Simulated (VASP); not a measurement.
These are r2SCAN meta-GGA, VASP's PBE PAW potentials (set 64) (plane waves; VASP) values and carry that method's errors.

Input for VASP

**INCAR**
```
SYSTEM = Tm
PREC = Accurate
ENCUT = 480
EDIFF = 1E-7
NELM = 100
ALGO = Normal
LREAL = .FALSE.
LASPH = .TRUE.
ISMEAR = 1
SIGMA = 0.1
METAGGA = R2SCAN
LMIXTAU = .TRUE.
LMAXMIX = 6
LWAVE = .FALSE.
LCHARG = .FALSE.
ISIF = 3
IBRION = 2
NSW = 40
EDIFFG = -0.01
PSTRESS = 50
```

POSCAR:
```
Tm
1
    1.7295361939    -2.9956446390     0.0000000000
    1.7295361939     2.9956446390    -0.0000000000
    0.0000000000    -0.0000000000     5.3269639491
Tm
2
Direct
  0.3333330000   0.6666670000   0.2500000000
  0.6666670000   0.3333330000   0.7500000000
```

**KPOINTS**
```
K-points
0
gamma
12 12 6
0 0 0
```

POTCAR, in this order: Tm_3 (PBE.64 set). Program: vasp_std.

The resulting files:

### OUTCAR
```
 ion  position               nearest neighbor table
   1  0.333  0.667  0.250-   2 3.33   2 3.33   2 3.33   2 3.33   2 3.33   2 3.33
   2  0.667  0.333  0.750-   1 3.33   1 3.33   1 3.33   1 3.33   1 3.33   1 3.33
  LATTYP: Found a hexagonal cell.
 ALAT       =     3.4590724550
 C/A-ratio  =     1.5399977937
 Subroutine PRICEL returns:
 Original cell was already a primitive cell.
 Subroutine GETGRP returns: Found 24 space group operations
The static configuration has the point symmetry D_3d.
 The point group associated with its full space group is D_6h.
The dynamic configuration has the point symmetry D_3d.
 Subroutine INISYM returns: Found 24 space group operations
 Subroutine IBZKPT returns following result:
 Found     76 irreducible k-points:

 Following reciprocal coordinates:
            Coordinates               Weight
  0.000000  0.000000  0.000000      1.000000
  0.083333 -0.000000  0.000000      6.000000
  0.166667  0.000000  0.000000      6.000000
  0.250000  0.000000  0.000000      6.000000
  0.333333 -0.000000  0.000000      6.000000
  0.416667  0.000000  0.000000      6.000000
  0.500000  0.000000  0.000000      3.000000
...
```

### OSZICAR
```
       N       E                     dE             d eps       ncg     rms          rms(c)
DAV:   1     0.199930286943E+01    0.19993E+01   -0.84815E+03  1984   0.131E+03
DAV:   2    -0.670977231892E+02   -0.69097E+02   -0.68054E+02  1999   0.391E+02
DAV:   3    -0.716306799069E+02   -0.45330E+01   -0.41502E+01  3226   0.611E+01
DAV:   4    -0.717556207256E+02   -0.12494E+00   -0.11639E+00  3201   0.860E+00
DAV:   5    -0.717565803692E+02   -0.95964E-03   -0.95772E-03  2711   0.665E-01    0.301E+01
DAV:   6    -0.703147968262E+02    0.14418E+01   -0.44501E-01  2225   0.945E+00    0.163E+01
DAV:   7    -0.690703127453E+02    0.12445E+01   -0.50085E-01  3060   0.787E+00    0.111E+00
DAV:   8    -0.702689719493E+02   -0.11987E+01   -0.46825E-01  2709   0.667E+00    0.283E+00
DAV:   9    -0.701595868934E+02    0.10939E+00   -0.69900E-02  2146   0.325E+00    0.898E-01
DAV:  10    -0.701663196525E+02   -0.67328E-02   -0.26218E-03  2897   0.687E-01    0.928E-01
DAV:  11    -0.701623333953E+02    0.39863E-02   -0.65939E-03  2084   0.831E-01    0.365E-01
DAV:  12    -0.701600482916E+02    0.22851E-02   -0.99569E-03  2084   0.105E+00    0.793E-02
DAV:  13    -0.701594829751E+02    0.56532E-03   -0.51701E-04  3182   0.279E-01    0.935E-02
DAV:  14    -0.701608409812E+02   -0.13580E-02   -0.20405E-03  2026   0.560E-01    0.321E-02
DAV:  15    -0.701608743400E+02   -0.33359E-04   -0.13387E-04  2351   0.117E-01    0.664E-02
DAV:  16    -0.701608456303E+02    0.28710E-04   -0.22850E-05  2166   0.426E-02    0.442E-02
DAV:  17    -0.701608850332E+02   -0.39403E-04   -0.71525E-05  2488   0.891E-02    0.482E-03
DAV:  18    -0.701608912418E+02   -0.62086E-05   -0.10671E-05  2090   0.440E-02    0.368E-03
DAV:  19    -0.701608940590E+02   -0.28172E-05   -0.62588E-07  3199   0.932E-03    0.116E-03
DAV:  20    -0.701608929530E+02    0.11060E-05   -0.88764E-07  2111   0.112E-02    0.869E-04
DAV:  21    -0.701608919698E+02    0.98315E-06   -0.81039E-08  1338   0.355E-03    0.901E-04
DAV:  22    -0.701608918892E+02    0.80649E-07   -0.15161E-08  1093   0.224E-03
   1 F= -.68438273E+02 E0= -.68438646E+02  d E =-.684383E+02
```

### OUTCAR
```
------------------------ aborting loop because EDIFF is reached ----------------------------------------
  FORCE on cell =-STRESS in cart. coord.  units (eV):
  Direction    XX          YY          ZZ          XY          YZ          ZX
  --------------------------------------------------------------------------------------
  Total        1.7155364      1.7155365      1.7124224      0.0000000      0.0000000     -0.0000000
  in kB       49.7944368     49.7944394     49.7040514      0.0000000      0.0000000     -0.0000000
  external PRESSURE =      -0.2356908 kB  Pullay stress =      50.0000000 kB
  volume of cell :       55.20
      direct lattice vectors                 reciprocal lattice vectors
     1.729536194 -2.995644639  0.000000000     0.289094846 -0.166908983  0.000000000
     1.729536194  2.995644639  0.000000000     0.289094846  0.166908983  0.000000000
     0.000000000  0.000000000  5.326963949     0.000000000  0.000000000  0.187724191
 POSITION                                       TOTAL-FORCE (eV/Angst)
 -----------------------------------------------------------------------------------
      1.72954      0.99855      1.33174        -0.000000     -0.000000      0.000000
      1.72954     -0.99855      3.99522         0.000000      0.000000      0.000000
 -----------------------------------------------------------------------------------
    total drift:                                0.000001      0.000065     -0.000011
  FREE ENERGIE OF THE ION-ELECTRON SYSTEM (eV)
  ---------------------------------------------------
  free  energy   TOTEN  =       -70.1608918892 eV

  energy  without entropy=      -70.1620103272  energy(sigma->0) =      -70.16126470
  enthalpy is  TOTEN    =       -68.4382733230 eV   P V=        1.7226185661

 reached required accuracy - stopping structural energy minimisation
```
(Selected blocks of OUTCAR.)

**OUTCAR**
```
 val. band max:        3.2290487637   @ k =   0.4167   0.1667   0.3333

 cond. band min:       3.2661374769   @ k =   0.3333   0.0833   0.1667


 Fermi energy:         3.2518808622

 k-point     1 :       0.0000    0.0000    0.0000
  band No.  band energies     occupation
      1     -23.3376      2.00000
      2     -22.6688      2.00000
      3     -22.6688      2.00000
      4     -22.5372      2.00000
      5     -22.5372      2.00000
      6     -22.4820      2.00000
      7      -2.8656      2.00000
      8       0.7902      2.00000
      9       4.4719     -0.00000
     10       5.5669      0.00000
     11       5.5669      0.00000
     12       6.2386      0.00000
     13       6.4860      0.00000

 k-point     2 :       0.0833   -0.0000    0.0000
  band No.  band energies     occupation
      1     -23.3203      2.00000
      2     -22.7019      2.00000
      3     -22.6805      2.00000
      4     -22.5726      2.00000
      5     -22.5408      2.00000
      6     -22.4907      2.00000
      7      -2.6781      2.00000
      8       0.9673      2.00000
      9       4.2795     -0.00000
     10       5.0988     -0.00000
     11       5.7446      0.00000
     12       6.2454      0.00000
     13       6.5744      0.00000

 k-point     3 :       0.1667    0.0000    0.0000
  band No.  band energies     occupation
      1     -23.2708      2.00000
      2     -22.7930      2.00000
      3     -22.7115      2.00000
      4     -22.6665      2.00000
      5     -22.5517      2.00000
      6     -22.5167      2.00000
      7      -2.1410      2.00000
      8       1.4413      2.00000
      9       3.7925     -0.00000
     10       4.3446     -0.00000
     11       5.7285      0.00000
     12       6.2328      0.00000
     13       6.2792      0.00000

 k-point     4 :       0.2500    0.0000    0.0000
  band No.  band energies     occupation
      1     -23.1958      2.00000
      2     -22.9183      2.00000
      3     -22.7883      2.00000
...
```

The 4f electrons are frozen in the core of the lanthanide potential, so 4f levels, which can set the real gap, and their magnetism are missing.

The compound is Tm in the hcp structure. It was relaxed first under an external pressure of 5 GPa.
